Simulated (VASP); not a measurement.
These are PW91 GGA, VASP's PBE PAW potentials (set 64) (plane waves; VASP) values and carry that method's errors.

Input for VASP

### KPOINTS
```
Automatic mesh
0
Gamma
7 7 10
0 0 0
```

### INCAR
```
# general
SYSTEM =CrO2
PREC   =Accurate
ENCUT  =520
LREAL  =.False.
LASPH  =.True.

# electronic loop
EDIFF  =1E-7
NELM   =100
ALGO   =Normal
LMAXMIX=4

# smearing
ISMEAR =1
SIGMA  =0.1

# functional
GGA    =91

# spin
ISPIN  =2
MAGMOM =2.1 2.1 -0.1 -0.1 -0.1 -0.1

# ions
IBRION =2
NSW    =30
ISIF   =4
EDIFFG =-0.01

# output
LWAVE  =.False.
LCHARG =.False.
LORBIT =10
```

POSCAR:
```
CrO2
1
    4.4003789193     0.0000000000     0.0000000000
    0.0000000000     4.4003789193     0.0000000000
    0.0000000000     0.0000000000     2.8902985045
Cr O
2 4
Direct
  0.0000000000   0.0000000000   0.0000000000
  0.5000000000   0.5000000000   0.5000000000
  0.3034506817   0.3034506817   1.0000000000
  0.8034506817   0.1965493183   0.5000000000
  0.1965493183   0.8034506817   0.5000000000
  0.6965493183   0.6965493183   0.0000000000
```

POTCAR, in this order: Cr_pv O (PBE.64 set). Program: vasp_std.

Output

OSZICAR:
```
       N       E                     dE             d eps       ncg     rms          rms(c)
DAV:   1     0.615956173722E+03    0.61596E+03   -0.26730E+04  7200   0.179E+03
DAV:   2     0.788625380006E+01   -0.60807E+03   -0.57099E+03  7802   0.528E+02
DAV:   3    -0.644896191791E+02   -0.72376E+02   -0.70808E+02  8762   0.175E+02
DAV:   4    -0.664239285547E+02   -0.19343E+01   -0.18489E+01  8360   0.284E+01
DAV:   5    -0.664692723559E+02   -0.45344E-01   -0.45213E-01  9132   0.437E+00    0.428E+01
DAV:   6    -0.583046816773E+02    0.81646E+01   -0.15975E+02  8360   0.103E+02    0.387E+01
DAV:   7    -0.529627519777E+02    0.53419E+01   -0.10486E+02  8732   0.102E+02    0.194E+01
DAV:   8    -0.507791524083E+02    0.21836E+01   -0.72961E+00  8054   0.245E+01    0.718E+00
DAV:   9    -0.503655374475E+02    0.41361E+00   -0.20435E+00  9540   0.124E+01    0.225E+00
DAV:  10    -0.503801692802E+02   -0.14632E-01   -0.15878E-01  7886   0.347E+00    0.129E+00
DAV:  11    -0.503801389935E+02    0.30287E-04   -0.25571E-02  9388   0.153E+00    0.540E-01
DAV:  12    -0.503795515053E+02    0.58749E-03   -0.38665E-03  9898   0.533E-01    0.239E-01
DAV:  13    -0.503792680714E+02    0.28343E-03   -0.10625E-03  8856   0.342E-01    0.924E-02
DAV:  14    -0.503792481927E+02    0.19879E-04   -0.13492E-04  8764   0.955E-02    0.511E-02
DAV:  15    -0.503792445471E+02    0.36456E-05   -0.43419E-05  8950   0.479E-02    0.229E-02
DAV:  16    -0.503792423759E+02    0.21713E-05   -0.11168E-05  8340   0.361E-02    0.687E-03
DAV:  17    -0.503792422696E+02    0.10625E-06   -0.11100E-06  8712   0.702E-03    0.354E-03
DAV:  18    -0.503792422826E+02   -0.13009E-07   -0.32819E-07  7032   0.587E-03
   1 F= -.50379242E+02 E0= -.50378948E+02  d E =-.503792E+02  mag=     4.0000
       N       E                     dE             d eps       ncg     rms          rms(c)
DAV:   1    -0.503829393025E+02   -0.36970E-02   -0.84553E-01  7200   0.637E+00    0.553E-01
DAV:   2    -0.503820629084E+02    0.87639E-03   -0.25737E-02  8722   0.128E+00    0.407E-01
DAV:   3    -0.503812112965E+02    0.85161E-03   -0.31532E-03  9512   0.568E-01    0.248E-01
DAV:   4    -0.503808142521E+02    0.39704E-03   -0.19205E-03  9910   0.392E-01    0.172E-01
DAV:   5    -0.503807958508E+02    0.18401E-04   -0.26285E-04  8822   0.155E-01    0.928E-02
DAV:   6    -0.503807860337E+02    0.98170E-05   -0.27817E-05 10306   0.445E-02    0.652E-02
DAV:   7    -0.503807842598E+02    0.17739E-05   -0.10609E-05 10054   0.252E-02    0.165E-02
DAV:   8    -0.503807842221E+02    0.37741E-07   -0.75239E-07  8174   0.680E-03
   2 F= -.50380784E+02 E0= -.50380490E+02  d E =-.154194E-02  mag=     4.0000
       N       E                     dE             d eps       ncg     rms          rms(c)
DAV:   1    -0.503808171454E+02   -0.32886E-04   -0.70142E-03  7218   0.580E-01    0.503E-02
DAV:   2    -0.503808099181E+02    0.72273E-05   -0.21279E-04  8720   0.118E-01    0.373E-02
DAV:   3    -0.503808029144E+02    0.70038E-05   -0.26558E-05  9476   0.526E-02    0.228E-02
DAV:   4    -0.503807994381E+02    0.34762E-05   -0.16216E-05  9848   0.360E-02    0.157E-02
DAV:   5    -0.503807993148E+02    0.12331E-06   -0.21559E-06  8746   0.139E-02    0.831E-03
DAV:   6    -0.503807992448E+02    0.69954E-07   -0.18637E-07  6072   0.384E-03
   3 F= -.50380799E+02 E0= -.50380502E+02  d E =-.155696E-02  mag=     4.0000
```

**OUTCAR**
```
------------------------ aborting loop because EDIFF is reached ----------------------------------------
  FORCE on cell =-STRESS in cart. coord.  units (eV):
  Direction    XX          YY          ZZ          XY          YZ          ZX
  --------------------------------------------------------------------------------------
  Total        2.6602370      2.6602370      2.6987631      0.0000000      0.0000000      0.0000000
  in kB       76.1566900     76.1566900     77.2596070      0.0000000      0.0000000      0.0000000
  external PRESSURE =      76.5243290 kB  Pullay stress =       0.0000000 kB
  volume of cell :       55.97
      direct lattice vectors                 reciprocal lattice vectors
     4.394995893 -0.000000000  0.000000000     0.227531498 -0.000000000  0.000000000
     0.000000000  4.394995893  0.000000000     0.000000000  0.227531498  0.000000000
     0.000000000  0.000000000  2.897382962     0.000000000  0.000000000  0.345139049
 POSITION                                       TOTAL-FORCE (eV/Angst)
 -----------------------------------------------------------------------------------
      0.00000      4.39500      0.00000        -0.000000      0.000000     -0.000000
      2.19750      2.19750      1.44869        -0.000000      0.000000     -0.000000
      1.33045      1.33045      0.00000         0.003972      0.003972      0.000000
      3.52795      0.86705      1.44869         0.003972     -0.003972     -0.000000
      0.86705      3.52795      1.44869        -0.003972      0.003972      0.000000
      3.06455      3.06455      0.00000        -0.003972     -0.003972     -0.000000
 -----------------------------------------------------------------------------------
    total drift:                               -0.000000      0.000000      0.000000
  FREE ENERGIE OF THE ION-ELECTRON SYSTEM (eV)
  ---------------------------------------------------
  free  energy   TOTEN  =       -50.3807992448 eV

  energy  without entropy=      -50.3799088593  energy(sigma->0) =      -50.38050245

 total charge

# of ion       s       p       d       tot
------------------------------------------
    1        0.365   6.482   4.061  10.907
    2        0.365   6.482   4.061  10.907
    3        1.570   3.476   0.000   5.046
    4        1.570   3.476   0.000   5.046
    5        1.570   3.476   0.000   5.046
    6        1.570   3.476   0.000   5.046
--------------------------------------------------
tot          7.010  26.867   8.122  41.998

 magnetization (x)

# of ion       s       p       d       tot
------------------------------------------
    1        0.021   0.029   1.994   2.045
    2        0.021   0.029   1.994   2.045
    3       -0.003  -0.050   0.000  -0.053
    4       -0.003  -0.050   0.000  -0.053
    5       -0.003  -0.050   0.000  -0.053
    6       -0.003  -0.050   0.000  -0.053
--------------------------------------------------
tot          0.032  -0.143   3.989   3.878

 reached required accuracy - stopping structural energy minimisation
```
(Selected blocks of OUTCAR.)

CONTCAR:
```
CrO2
   1.00000000000000
     4.3949958933290754   -0.0000000000000000    0.0000000000000000
     0.0000000000000000    4.3949958933290754    0.0000000000000000
     0.0000000000000000    0.0000000000000000    2.8973829616464668
  Cr              O
     2     4
Direct
     0.0000000000000000    1.0000000000000000    0.0000000000000000
     0.5000000000000000    0.5000000000000000    0.5000000000000000
     0.3027186827619044    0.3027186827619044    0.0000000000000000
     0.8027186827619043    0.1972813172380956    0.5000000000000000
     0.1972813172380956    0.8027186827619043    0.5000000000000000
     0.6972813172380957    0.6972813172380957    0.0000000000000000
```

The compound is CrO2 in the rutile structure. This cell is one point of a volume scan, at 0.97 of the reference volume. Symmetry was kept, so distortions that lower it aren't found.
